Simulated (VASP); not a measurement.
Input:

```xyz
4
Lattice="1.5667 -2.7136 0.0000 1.5667 2.7136 0.0000 0.0000 0.0000 5.1034" Properties=species:S:1:pos:R:3 pbc="T T T"
Ga     1.5667    -0.9045     2.5523
Ga     1.5667     0.9045     0.0006
N      1.5667    -0.9045     4.4750
N      1.5667     0.9045     1.9234
```

Level of theory: LDA (Ceperley-Alder, Perdew-Zunger), VASP's LDA PAW potentials (set 64) (plane waves; VASP). Settings: 620 eV cut-off, 8×8×5 Γ-centred mesh, Gaussian smearing of 0.050 eV, potentials Ga_d N.

Predict the energy per atom (σ→0), pressure.

```json
{
  "energy per atom (σ→0)": "-672.9 kJ/mol of atoms",
  "pressure": "49.8 kbar"
}
```

The absolute energy has meaning only against runs of the same code, potentials and settings.

The compound is GaN in the wurtzite structure. It was relaxed first under an external pressure of 5 GPa.
